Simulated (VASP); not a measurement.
Computed with optB86b-vdW, VASP's PBE PAW potentials (set 64) (plane waves; VASP).

VASP input:

KPOINTS:
```
k-points along high-symmetry lines
15
Line-mode
Reciprocal
  0.000000   0.000000   0.000000 ! GAMMA
  0.000000   0.500000   0.000000 ! X

  0.000000   0.500000   0.000000 ! X
  0.500000   0.500000   0.000000 ! M

  0.500000   0.500000   0.000000 ! M
  0.000000   0.000000   0.000000 ! GAMMA

  0.000000   0.000000   0.000000 ! GAMMA
  0.500000   0.500000   0.500000 ! R

  0.500000   0.500000   0.500000 ! R
  0.000000   0.500000   0.000000 ! X

  0.500000   0.500000   0.500000 ! R
  0.500000   0.500000   0.000000 ! M
```

INCAR:
```
AGGAC  =  0.0
ALGO  =  Normal
EDIFF  =  1E-7
ENCUT  =  520
GGA  =  MK
ICHARG  =  11
ISMEAR  =  0
LASPH  =  .TRUE.
LCHARG  =  .FALSE.
LMAXMIX  =  4
LORBIT  =  11
LREAL  =  .FALSE.
LUSE_VDW  =  .TRUE.
LWAVE  =  .FALSE.
NELM  =  100
PARAM1  =  0.1234
PARAM2  =  1.0
PREC  =  Accurate
SIGMA  =  0.05
SYSTEM  =  KZnF3
```

**POSCAR**
```
KZnF3
1
    4.0783669201     0.0000000000     0.0000000000
    0.0000000000     4.0783669201     0.0000000000
    0.0000000000     0.0000000000     4.0783669201
K Zn F
1 1 3
Direct
  0.0000000000   0.0000000000   0.0000000000
  0.5000000000   0.5000000000   0.5000000000
  0.5000000000   0.0000000000   0.5000000000
  0.0000000000   0.5000000000   0.5000000000
  0.5000000000   0.5000000000   0.0000000000
```

POTCAR, in this order: K_sv Zn F (PBE.64 set). Program: vasp_std. Read from the step before: CHGCAR.

The run wrote:

File OSZICAR:
```
       N       E                     dE             d eps       ncg     rms          rms(c)
DAV:   1     0.452409869700E+03    0.45241E+03   -0.22669E+04  4500   0.203E+03
DAV:   2     0.266108638790E+02   -0.42580E+03   -0.41599E+03  5389   0.494E+02
DAV:   3    -0.849528373555E+01   -0.35106E+02   -0.34768E+02  5384   0.150E+02
DAV:   4    -0.933342807439E+01   -0.83814E+00   -0.83714E+00  7170   0.214E+01
DAV:   5    -0.934341384223E+01   -0.99858E-02   -0.99790E-02  5957   0.181E+00
DAV:   6    -0.934377185218E+01   -0.35801E-03   -0.35793E-03  6586   0.219E-01
DAV:   7    -0.934377498337E+01   -0.31312E-05   -0.31309E-05  6054   0.228E-02
DAV:   8    -0.934377501851E+01   -0.35141E-07   -0.35123E-07  5676   0.251E-03
   1 F= -.93437750E+01 E0= -.93437750E+01  d E =-.643776E-14
```

OUTCAR:
```
 val. band max:       -1.1409140839   @ k =   0.5000   0.5000   0.5000

 cond. band min:       2.6300727582   @ k =   0.0000   0.0000   0.0000



 k-point     1 :       0.0000    0.0000    0.0000
  band No.  band energies     occupation
      1     -28.0160      2.00000
      2     -22.4469      2.00000
      3     -21.8404      2.00000
      4     -21.8404      2.00000
      5     -11.5634      2.00000
      6     -11.5634      2.00000
      7     -11.5634      2.00000
      8      -5.1064      2.00000
      9      -5.1064      2.00000
     10      -5.1064      2.00000
     11      -4.5140      2.00000
     12      -4.5140      2.00000
     13      -4.5140      2.00000
     14      -4.1866      2.00000
     15      -4.1866      2.00000
     16      -3.0662      2.00000
     17      -3.0662      2.00000
     18      -3.0662      2.00000
     19      -2.8667      2.00000
     20      -2.8667      2.00000
     21      -2.8667      2.00000
     22       2.6301      0.00000
     23       7.6451      0.00000
     24       7.6451      0.00000
     25       8.1899      0.00000

 k-point     2 :       0.0000    0.0357    0.0000
  band No.  band energies     occupation
      1     -28.0158      2.00000
      2     -22.4453      2.00000
      3     -21.8418      2.00000
      4     -21.8404      2.00000
      5     -11.5634      2.00000
      6     -11.5629      2.00000
      7     -11.5629      2.00000
      8      -5.1429      2.00000
      9      -5.1060      2.00000
     10      -5.1060      2.00000
     11      -4.5179      2.00000
     12      -4.5179      2.00000
     13      -4.5139      2.00000
     14      -4.1866      2.00000
     15      -4.1594      2.00000
     16      -3.0688      2.00000
     17      -3.0643      2.00000
     18      -3.0643      2.00000
     19      -2.8699      2.00000
     20      -2.8664      2.00000
     21      -2.8664      2.00000
     22       2.6559      0.00000
     23       7.6559      0.00000
     24       7.6573      0.00000
...
```

The density is held fixed in this step, so its total energy and stress have no physical meaning.

The compound is KZnF3 in the cubic perovskite structure. It was relaxed first.
